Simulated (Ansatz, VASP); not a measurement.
## Pb (Lead) in two plane-wave programs

One calculation is typed for both programs; each brings its own data sets. How far apart do they land? The cell is taken from a series of runs on this material, whose earlier steps may have relaxed, scaled, displaced or heated it; both programs get it as it stands.

Main program and level: Ansatz 0.2.0; plane waves, with VASP 6.6.1 beside it; relaxation of cell and atoms at PBEsol.

## Step 1: The structure

The structure is cubic, space group Fm-3m (No. 225). The conventional cell has a = 4.932 Å, b = 4.932 Å, c = 4.932 Å, α = 90.00°, β = 90.00°, γ = 90.00°. Nearest to Pb lie 12 Pb at 3.49 Å.

Structure file:

```cif
data_structure
_symmetry_space_group_name_H-M 'Fm-3m'
_symmetry_Int_Tables_number 225
_cell_length_a 4.9319
_cell_length_b 4.9319
_cell_length_c 4.9319
_cell_angle_alpha 90.000
_cell_angle_beta 90.000
_cell_angle_gamma 90.000
_cell_volume 119.96
loop_
_atom_site_label
_atom_site_type_symbol
_atom_site_symmetry_multiplicity
_atom_site_Wyckoff_symbol
_atom_site_fract_x
_atom_site_fract_y
_atom_site_fract_z
_atom_site_occupancy
Pb1 Pb 4 a 0.00000 0.00000 0.00000 1
```

## Step 2: VASP: relaxation of cell and atoms, PBEsol

The relaxed volume is the usual yardstick between codes: in a stiff, nearly cubic crystal its relative difference is about their pressure difference at one cell divided by the bulk modulus.

Lines of VASP's logs that name or quote its potential files are left out, and so is its time.

File INCAR:

```
SYSTEM = Pb
PREC = Accurate
ENCUT = 500
EDIFF = 1E-07
NELM = 120
ISMEAR = -1
SIGMA = 0.15
LREAL = .FALSE.
ALGO = Normal
GGA = PS
NBANDS = 13
LORBIT = 11
LWAVE = .FALSE.
LCHARG = .FALSE.
ISIF = 3
IBRION = 2
NSW = 80
EDIFFG = -0.005
LASPH = .TRUE.
GGA_COMPAT = .FALSE.
NELMIN = 4
KPAR = 2
```

File POSCAR:

```
Pb
1.0
    0.0000000000      2.4659620000      2.4659620000
    2.4659620000      0.0000000000      2.4659620000
    2.4659620000      2.4659620000      0.0000000000
Pb
1
Direct
    0.0000000000      0.0000000000      0.0000000000
```

File KPOINTS:

```
Automatic mesh
0
Gamma
18 18 18
0 0 0
```

Potentials, in the order of the species: Pb_d (PBE family, release 64).

Command:

```console
mpirun -np 2 vasp_std
```

Numbers of over 12 decimals in the logs are rounded to 6 here.

The program printed:

```text
[banner, memory and clock lines left out]
running    2 mpi-ranks, on    1 nodes
 distrk:  each k-point on    1 cores,    2 groups
 distr:  one band on    1 cores,    1 groups

 POSCAR found type information on POSCAR Pb
 POSCAR found :  1 types and       1 ions
|                                                                             |
|               ----> ADVICE to this user running VASP <----                  |
|                                                                             |
|     You enforced a specific xc type in the INCAR file but a different       |
|     [... a line on the potential file left out ...]
|     I HOPE YOU KNOW WHAT YOU ARE DOING!                                     |
|                                                                             |

 LDA part: xc-table for (Slater+PW92), standard interpolation
 POSCAR, INCAR and KPOINTS ok, starting setup
 FFT: planning ... GRIDC
 FFT: planning ... GRID_SOFT
 FFT: planning ... GRID
 WAVECAR not read
 entering main loop
       N       E                     dE             d eps       ncg     rms          rms(c)
DAV:   1     0.106126942266E+03    0.10613E+03   -0.69483E+03  5173   0.123E+03
DAV:   2     0.105654882457E+01   -0.10507E+03   -0.10138E+03  5370   0.309E+02
DAV:   3    -0.391653326896E+01   -0.49731E+01   -0.49516E+01  6259   0.723E+01
DAV:   4    -0.403006606572E+01   -0.11353E+00   -0.11351E+00  6274   0.116E+01
DAV:   5    -0.403492240483E+01   -0.48563E-02   -0.48561E-02  7055   0.224E+00    0.590E-01
DAV:   6    -0.402109583660E+01    0.13827E-01   -0.18088E-02  6520   0.241E+00    0.278E-01
DAV:   7    -0.401770270777E+01    0.33931E-02   -0.72274E-03  6583   0.140E+00    0.912E-02
DAV:   8    -0.401748597334E+01    0.21673E-03   -0.41380E-04  7868   0.341E-01    0.955E-03
DAV:   9    -0.401748422715E+01    0.17462E-05   -0.74162E-06  6599   0.504E-02    0.438E-03
DAV:  10    -0.401748404694E+01    0.18021E-06   -0.60816E-07  6330   0.103E-02    0.140E-04
DAV:  11    -0.401748402472E+01    0.22218E-07   -0.13580E-08  4250   0.114E-03
   1 F= -.40174840E+01 E0= -.39979022E+01  d E =-.401748E+01
 curvature:   0.00 expect dE= 0.000E+00 dE for cont linesearch  0.000E+00
 trial: gam= 0.00000 g(F)=  0.235E-62 g(S)=  0.153E-04 ort = 0.000E+00 (trialstep = 0.100E+01)
 search vector abs. value=  0.153E-04
 bond charge predicted
       N       E                     dE             d eps       ncg     rms          rms(c)
DAV:   1    -0.401786574831E+01   -0.38170E-03   -0.10053E-02  6640   0.202E+00    0.101E-01
DAV:   2    -0.401753852444E+01    0.32722E-03   -0.58801E-04  6300   0.493E-01    0.355E-02
DAV:   3    -0.401749183677E+01    0.46688E-04   -0.16811E-04  7118   0.249E-01    0.290E-03
DAV:   4    -0.401749123433E+01    0.60244E-06   -0.28737E-06  6025   0.175E-02    0.163E-03
DAV:   5    -0.401749051123E+01    0.72310E-06   -0.10157E-06  6150   0.818E-03    0.859E-04
DAV:   6    -0.401749054123E+01   -0.30002E-07   -0.59821E-08  4293   0.434E-03
   2 F= -.40174905E+01 E0= -.39978881E+01  d E =-.651651E-05
 trial-energy change:   -0.000007  1 .order   -0.000007   -0.000015    0.000002
 step:   0.8799(harm=  0.8799)  dis= 0.00000  next Energy=    -4.017491 (dE=-0.673E-05)
 reached required accuracy - stopping structural energy minimisation
```

Parts of OUTCAR (step 2):

```text
ion  position               nearest neighbor table
   1  0.000  0.000  0.000-

  LATTYP: Found a face centered cubic cell.
 ALAT       =     4.9319240000

 Subroutine GETGRP returns: Found 48 space group operations
 (whereof 48 operations were pure point group operations)

The static configuration has the point symmetry O_h .

 Found    195 irreducible k-points:

   k-points           NKPTS =    195   k-points in BZ     NKDIM =    195   number of bands    NBANDS=     13

   dimension x,y,z NGX =    28 NGY =   28 NGZ =   28
   dimension x,y,z NGXF=    56 NGYF=   56 NGZF=   56

   ENCUT  =  500.0 eV  36.75 Ry    6.06 a.u.   6.36  6.36  6.36*2*pi/ulx,y,z

   NELECT =      14.0000    total number of electrons

 k-points in reciprocal lattice and weights: Automatic mesh
   0.00000000  0.00000000  0.00000000       0.000
   0.05555556  0.00000000  0.00000000       0.001
   0.11111111  0.00000000  0.00000000       0.001
   0.16666667  0.00000000  0.00000000       0.001
   0.22222222  0.00000000  0.00000000       0.001
   0.27777778  0.00000000  0.00000000       0.001
   0.33333333  0.00000000  0.00000000       0.001
   0.38888889  0.00000000  0.00000000       0.001
   0.44444444  0.00000000  0.00000000       0.001
[...]
-0.27777778  0.44444444  0.22222222       0.004
  -0.27777778  0.50000000  0.22222222       0.002

 average (electrostatic) potential at core
       1 -89.9797

 E-fermi :   7.2368

 k-point     1 :       0.0000    0.0000    0.0000
  band No.  band energies     occupation
    ...
      2      -9.7860      2.00000
      3      -9.7860      2.00000
      4      -9.6401      2.00000
      5      -9.6401      2.00000
      6      -4.6257      2.00000
      7      14.6943      0.00000
      8      14.6943      0.00000
      9      14.6943      0.00000
     10      16.9775      0.00000
     11      18.6452      0.00000
    ...

 k-point     2 :       0.0556    0.0000    0.0000
  band No.  band energies     occupation
    ...
      2      -9.7812      2.00000
      3      -9.7812      2.00000
      4      -9.6405      2.00000
      5      -9.6405      2.00000
      6      -4.5656      2.00000
      7      13.9052      0.00000
      8      14.6171      0.00000
      9      14.6171      0.00000
     10      16.8199      0.00000
     11      19.0112      0.00000
    ...

 k-point     3 :       0.1111    0.0000    0.0000
  band No.  band energies     occupation
    ...
      2      -9.7689      2.00000
      3      -9.7689      2.00000
      4      -9.6403      2.00000
      5      -9.6403      2.00000
      6      -4.3853      2.00000
      7      12.3009      0.00000
      8      14.4090      0.00000
      9      14.4090      0.00000
     10      16.5988      0.00000
     11      19.6026      0.00000
    ...

  Total       -0.0014022     -0.0014022     -0.0014022     -0.0000000     -0.0000000      0.0000000
  in kB       -0.0747985     -0.0747985     -0.0747985     -0.0000000     -0.0000000      0.0000000
  external PRESSURE =      -0.0747985 kB  Pullay stress =       0.0000000 kB

  energy-cutoff  :      500.00
  volume of cell :       30.04
      direct lattice vectors                 reciprocal lattice vectors
     0.000000000  2.467184688  2.467184688    -0.202660142  0.202660142  0.202660142
     2.467184688  0.000000000  2.467184688     0.202660142 -0.202660142  0.202660142
     2.467184688  2.467184688  0.000000000     0.202660142  0.202660142 -0.202660142

 POSITION                                       TOTAL-FORCE (eV/Angst)
 -----------------------------------------------------------------------------------
      2.46718      4.93437      2.46718         0.000000     -0.000000     -0.000000
 -----------------------------------------------------------------------------------
    total drift:                                0.000000      0.000000      0.000000

  FREE ENERGIE OF THE ION-ELECTRON SYSTEM (eV)
  ---------------------------------------------------
  free  energy   TOTEN  =        -4.0174905412 eV

  energy  without entropy=       -3.9782856996  energy(sigma->0) =       -3.99788812

 reached required accuracy - stopping structural energy minimisation

 total charge
# of ion       s       p       d       tot
------------------------------------------
    1        1.392   0.747   9.808  11.947

[... 3 further parts left out ...]
```

CONTCAR:

```
Pb
   1.00000000000000
     0.0000000000000000    2.4671846881433330    2.4671846881433330
     2.4671846881433330    0.0000000000000000    2.4671846881433330
     2.4671846881433330    2.4671846881433330    0.0000000000000000
  Pb
     1
Direct
     1.0000000000000000    0.0000000000000000    1.0000000000000000
```

## Step 3: Ansatz: relaxation of cell and atoms, PBEsol

Ansatz runs on its PAW soft_1 files.

The same cell, functional, mesh and smearing now go to Ansatz, which takes its cutoff from its data sets.

File input.yaml:

```yaml
crystal:
  lattice:
    - [0.0, 2.465962017, 2.465962017]
    - [2.465962017, 0.0, 2.465962017]
    - [2.465962017, 2.465962017, 0.0]
  atoms:
    - { symbol: Pb, position: [0.0, 0.0, 0.0] }
kpoints:
  mp_grid: { grid: [18, 18, 18] }
hamiltonian:
  xc: pbesol
  pseudopotentials: { kind: paw, azcp: { folder: soft_1 }, xc_functional: pbe }
scf:
  occupations: { method: fermi_dirac, width: 0.15 }
output:
  forces: true
  stress: true
  eigenvalues: true
  write_density: true
  write_potential: true
  elf: true
  volumetric_format: npy
relax:
  adjacent_minimum: "off"
  f_tol: 0.001
  max_steps: 60
  cell: { stress_tol: 0.01 }
```

Command:

```console
ansatz run input.yaml --threads 4 --pin off --max-ram 15360MiB --backend cpu --events-out ev --progress --plain --runs-dir out
```

The program printed:

```text
Engine: ansatz 0.2.0, x86_64-unknown-linux-gnu
Pseudopotentials: kind: paw
Pseudopotential: Pb, paw, valence charge 14, recommended cutoff 420 eV (normal), soft_1/Pb.paw.azcp
Functional definition: PBEsol
  exchange = pbesol_x
  correlation = pbesol_c
Crystal: 1 atoms, lattice volume = 29.991 Å³
Basis set: ecut = 420 eV, 561 PW (Γ), exchange–correlation on 48×48×48 points (8 copies of the dense FFT grid, shifted against one another)
Bands: 11, of which v1, the nominal top of the filled ones, is band 7 counted from 1 (6 counted from 0)
Symmetry: 48 space group operations
Space group: Fm-3m (ITA 225), of the structure as read, at distance tolerance 3.1e-5 Å
k-points: 195 of 5832
Non-local potential: Pb, projectors of the file, l = 0: 2, l = 1: 2, l = 2: 2, l = 3: 1
PAW form: soft (Blöchl's): semilocal exchange-correlation on the pseudo side does not see the compensation charge
PAW frozen core: Pb, regenerated for the run's functional, and the local potential with it (the file was generated under x = pbe(κ = 0.804, μ = 0.219515), c = pbe(β = 0.066725))
PAW one-centre angular grid: Pb, 590 points (default); XC on 64 Gauss nodes
Initial density: superposition of atomic densities (chi_scale 0.1, normalization cell)
Initial wavefunctions: pseudopotential atomic-orbital guess
Functional: x = pbesol(κ = 0.804, μ = 0.123457), c = pbesol(β = 0.046)
SCF iter   1: F=—  HF=-11757.200616 eV  |F-HF|=—  |Δ(HF+E_count)|=         —  Δρ=9.03e-3  dr2=3.77e-2  ethr=3.10e-3  ⟨swp⟩=5.8  Hψ=14748  notcnv=0
preconditioner: auto → none  [metal: Δε(μ)=0.010 eV  Ē_g=19.689 eV  σ=0.150 eV  W_gap=0.02  n_scr=8 (ndim 8)  ℏωp=25.4 eV  f_vac=0.000  D(μ)=0.54/eV (n_scr^D=0)  sad-step TF]
SCF iter   2: F=—  HF=-11757.188467 eV  |F-HF|=—  |Δ(HF+E_count)|=   1.21e-2  Δρ=5.46e-3  dr2=1.39e-2  ethr=2.69e-4  ⟨swp⟩=1.1  Hψ=3722  notcnv=0
SCF iter   3: F=—  HF=-11757.183262 eV  |F-HF|=—  |Δ(HF+E_count)|=   5.21e-3  Δρ=7.76e-4  dr2=1.03e-4  ethr=9.96e-5  ⟨swp⟩=2.4  Hψ=3448  notcnv=0
SCF iter   4: F=—  HF=-11757.183240 eV  |F-HF|=—  |Δ(HF+E_count)|=   2.22e-5  Δρ=1.15e-4  dr2=6.30e-6  ethr=7.32e-7  ⟨swp⟩=2.0  Hψ=3859  notcnv=0  defer=6
SCF iter   5: F=—  HF=-11757.183239 eV  |F-HF|=—  |Δ(HF+E_count)|=   4.86e-7  Δρ=1.76e-5  dr2=5.32e-8  ethr=7.14e-10  ⟨swp⟩=9.5  Hψ=17750  notcnv=0
SCF iter   6: F=-11757.183239 eV  HF=-11757.183239 eV  |F-HF|=4.06e-9  |Δ(HF+E_count)|=   2.80e-8  Δρ=3.32e-6  dr2=3.33e-9  ethr=3.80e-10  ⟨swp⟩=6.0  Hψ=11011  notcnv=0
SCF 1 converged in 6 iterations: F = -11757.183239 eV  dr2 = 3.33e-9
  greatest PAW one-centre occupation: 0.978 electrons in one spin orbital (limit 2), on the Pb atom at site 0 (counted from 0), in its partial waves of l = 2
relax step   1: F+E_penalty+E_count = -11757.18323915 eV  Δ(F+E_penalty+E_count) = +0.000e0 eV  max|allowed force component| = 0.000e0 eV/Å  Δτ_max = 0.0000 Å  P = +0.131 GPa  Ω = 29.991 Å³  (6 SCF iters, dr2 threshold 1.00e-7 eV, accepted)
[...]
relax step   2: F+E_penalty+E_count = -11757.18325793 eV  Δ(F+E_penalty+E_count) = -1.878e-5 eV  max|allowed force component| = 0.000e0 eV/Å  Δτ_max = 0.0000 Å  P = -0.010 GPa  Ω = 30.080 Å³  energy of the carried Pulay correction = -1.513e-5 eV  (2 SCF iters, dr2 threshold 4.31e-8 eV, accepted)
[...]
relax step   3: F+E_penalty+E_count = -11757.18327193 eV  Δ(F+E_penalty+E_count) = -1.400e-5 eV  max|allowed force component| = 0.000e0 eV/Å  Δτ_max = 0.0000 Å  P = -0.009 GPa  Ω = 30.080 Å³  stress off target by 9.32e-3 GPa  SCF on the basis re-selected at this cell (its energy is not comparable with the rows above)  (5 SCF iters)
basis re-selected at this cell: Δ(F+E_penalty+E_count) = -1.400e-5 eV, ΔP = +0.000 GPa vs the last step (what re-selecting the basis moved, of the pressure what is left beyond the Pulay correction that the steps carried, after the strain that the cell walked since its last selection, with what the two solves' SCF thresholds leave and, on support functions, any second-order correction that the steps lacked; it is no measure of the basis error at this ecutwfc). This SCF's stress stands 9.32e-3 GPa from its target on what of the cell is left free (relax.cell.stress_tol is 1.00e-2 GPa) and its largest allowed force component is 0.00e0 eV/Å (relax.f_tol is 1.00e-3 eV/Å): [rest of the remark cut]
SCF converged after 5 iterations
Free energy (F): -11757.183272 eV
Harris-Foulkes:  -11757.183272 eV  (|F-HF|=0.00e0)
Internal energy: -11757.144027 eV  (E = F + TS)
E sigma→0 (E₀):  -11757.163650 eV
Entropy (-TS):   -0.039244 eV (-39.244 meV/atom)
Fermi energy:    11.134269 eV
--- Per-component energies (eV) ---
  E_band       = -34.086100
  E_kinetic    = 293.527268
  E_local      = -974.259150  (includes V_loc(G=0)·N_el)
  E_nonlocal   = 307.259268
  E_hartree    = 374.063927
  E_xc         = -204.350122
  E_vxc        = -138.327689  (∫ρ·V_xc dr)
  E_paw        = -10242.888166  (= ΣΔE_a)
  E_vpaw       = -270.413647  (= ΣTr[D̂ρ^β])
  E_aug_tail   = -0.000008  (compensation charges beyond the density's cutoff)
  E_ewald      = -1310.559214
  E_core_change = 0.062170  (= ΣΔE_core)
  E_smearing   = -0.039244  (= −TS)
  E_closure    = -0.000000  (closes the sum)
  Σ components = -11757.183272   (vs F -11757.183272, Δ=0.00e0)
--- Forces (eV/Å), atoms counted from 1 ---
  atom   1  Pb    -0.00000000     0.00000000     0.00000000
  max |Σ_I F_I| component: 9.04e-32 eV/Å
--- Stress (GPa, compression-positive) ---
       -0.009319       0.000000       0.000000
        0.000000      -0.009319       0.000000
        0.000000       0.000000      -0.009319
  P = ⅓ Tr σ = -0.0093 GPa (-0.093 kbar)
--- Band table (eV; the first three rows and the last of 195) ---
  k-point 0: bands = [... 3 lower, -5.7518, -5.7518, -0.7184, 18.5850, 18.5850, 18.5850, 20.8542, 22.5082]
  k-point 1: bands = [... 3 lower, -5.7522, -5.7522, -0.6584, 17.7950, 18.5078, 18.5078, 20.6981, 22.8766]
  k-point 2: bands = [... 3 lower, -5.7519, -5.7519, -0.4782, 16.1911, 18.2997, 18.2997, 20.4781, 23.4695]
  k-point 194: bands = [... 3 lower, -5.7002, -5.5777, 4.4968, 9.3248, 10.1196, 11.3880, 21.5912, 22.4460]
--- Relaxed structure (2 steps of the walk, 2 accepted, 1 SCFs on fresh bases) ---
  F+E_penalty+E_count = -11757.18327193 eV   max|allowed force component| = 0.000e0 eV/Å   (the final SCF, on the basis selected at the relaxed cell)
  cell:  # Å, volume = 30.0803 Å³
    - [0, 2.468411, 2.468411]
    - [2.468411, 0, 2.468411]
    - [2.468411, 2.468411, 0]
  atoms:
    - { symbol: Pb, position: [0.0, 0.0, 0.0] }
```

## Step 4: Side by side

Known differences besides the potentials themselves: the cutoff is 420 eV in Ansatz and 500 eV in VASP; Ansatz makes its cores anew for this functional, VASP keeps those of its PBE data sets; Ansatz adds a Pulay correction to the stress that steers its cell, VASP none. Total energies have different zeros and are not compared.

The two programs side by side:

```
                                         quantity  Ansatz   VASP  difference
                                      volume (Å³)   30.08  30.04     +0.15 %
edge a after relaxation, in the typed setting (Å)   3.491  3.489     +0.05 %
```

## Step 5: What came out

```
difference in volume (relaxation of cell and atoms, PBEsol) : 0.15 %
```

In words: The difference in volume is 0.15 % (relaxation of cell and atoms, PBEsol), within the 1.2 % picked in this series as the mark of a large difference, as far as the stopping tolerances let one tell. How closely two codes agree says nothing of how well the functional describes the real material.

[Lines on the potential files, build, host, timing and source positions are cut from VASP's logs without a mark.]

[Logs are printed without paths, hosts, clocks, repeated set-up lines and the standing remarks that a program may print on its own settings, such as how far it seeks lower states.]

[Hosts, paths, dates, database ids (printed as entryN), source tags and the programs' standing remarks are cut or masked in the printed files.]
